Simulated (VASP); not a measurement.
Data:

```
CELL_PARAMETERS angstrom
      4.97130     0.00000     0.00000
      0.00000     7.88143     0.00000
      0.00000     0.00000     2.70126
ATOMIC_POSITIONS crystal
  Se 0.67073 0.39972 0.26505
  Se 0.32927 0.60028 0.26505
  Se 0.17073 0.10028 0.73495
  Se 0.82927 0.89972 0.73495
```

Method: r2SCAN meta-GGA, VASP's PBE PAW potentials (set 64) (plane waves; VASP). Run with 400 eV cut-off, 7×5×13 Γ-centred mesh, tetrahedra with Blöchl corrections, potentials Se.

For a metal the tetrahedron method with Blöchl corrections gives inexact stress and forces.

**Question.** Predict the energy per atom (σ→0), largest force, band gap (over mesh and band path) with the smallest direct gap where there is one.

**Answer.** 
```yaml
band gap (over mesh and band path): none (metal, semimetal or under 0.01 eV)
energy per atom (σ→0): -14.111 eV/atom
largest_force: 0.00783 Ry/bohr
```

Only differences to runs with the same potentials and settings are physical.

The structure comes from a computed database's Se entry (P2_12_12); how it stands against other phases isn't given here. It was relaxed first.
